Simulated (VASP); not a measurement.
All values below come from PBE GGA with spin-orbit coupling, VASP's PBE PAW potentials (set 64) (plane waves; VASP).

VASP input:

**KPOINTS**
```
Automatic
0
G
  3 3 3
```

File POSCAR:
```
SbMo
5.6608710
  1.0000000000   0.0000000000   0.0000000000
 -0.5000000883   0.8660253873   0.0000000000
  0.0000000000   0.0000000000   0.8069141657
Mo Sb
3 3
Cart
  0.5000000000   0.0000000000   0.0000000000
  0.2499999558   0.4330126936   0.0000000000
 -0.2500000442   0.4330126936   0.0000000000
  0.0000000000   0.0000000000   0.0000000000
 -0.0000005589   0.5773505468   0.4034570828
  0.5000004706   0.2886748404   0.4034570828
```

**INCAR**
```
# general
SYSTEM         =  SbMo
PREC           =  Accurate
ENCUT          =  300
LREAL          =  F
LASPH          =  T   # aspherical one-centre terms

# electronic loop
EDIFF          =  1E-6
NELM           =  100   # most electronic steps
ALGO           =  Normal
LMAXMIX        =  4   # l cut-off of mixed one-centre charges

# smearing
ISMEAR         =  0   # Gaussian
SIGMA          =  0.2   # width (eV)

# functional
GGA            =  PE   # PBE
GGA_COMPAT     =  F

# spin
MAGMOM         =  0.0 0.0 0.0 0.0 0.0 0.0 0.0 0.0 0.0 0.0 0.0 0.0 0.0 0.0 0.0 0.0 0.0 0.0
LSORBIT        =  T
LNONCOLLINEAR  =  T

# ions
ISIF           =  2

# output
LWAVE          =  F
LCHARG         =  F
LORBIT         =  11
```

POTCAR, in this order: Mo_sv Sb (PBE.64 set). Program: vasp_ncl.

At this cut-off the stress carries a Pulay error, which pulls relaxed volumes low.

Q: Estimate the energy per atom (σ→0), pressure, band gap (on the k-mesh).

A: 
```yaml
energy per atom (σ→0): -7.339 eV/atom
band gap (on the k-mesh): none (metal, semimetal or under 0.01 eV)
pressure: 2.00 GPa
```

File OSZICAR:
```
...
DAV:   8    -0.440899997804E+02    0.75752E-01   -0.33492E-01   944   0.299E+00    0.907E-01
DAV:   9    -0.440890662095E+02    0.93357E-03   -0.22312E-02  1044   0.632E-01    0.529E-01
DAV:  10    -0.440887075754E+02    0.35863E-03   -0.30627E-03  1036   0.309E-01    0.201E-01
DAV:  11    -0.440888100553E+02   -0.10248E-03   -0.22476E-04  1092   0.877E-02    0.849E-02
DAV:  12    -0.440888425713E+02   -0.32516E-04   -0.62041E-05   964   0.426E-02    0.205E-02
DAV:  13    -0.440888479720E+02   -0.54006E-05   -0.12085E-05   868   0.142E-02    0.795E-03
DAV:  14    -0.440888488164E+02   -0.84445E-06   -0.21096E-06   804   0.576E-03
   1 F= -.44088849E+02 E0= -.44036320E+02  d E =-.105058E+00  mag=     0.0000    -0.0000     0.0000
```

The structure was generated: SbMo was put into an ordered model structure, which need not be its known phase. The cell was not relaxed at this level. The k-mesh is coarse (spacing up to 0.46 per Å, 2π included), so the numbers may not be converged in it. The run is one of a series of settings (GGA_COMPAT = .FALSE., LNONCOLLINEAR = .TRUE., LSORBIT = .TRUE., MAGMOM = 0.0 0.0 0.0 0.0 0.0 0.0 0.0 0.0 0.0 0.0 0.0 0.0 0.0 0.0 0.0 0.0 0.0 0.0, program vasp_ncl against the base run), some of them coarse on purpose.
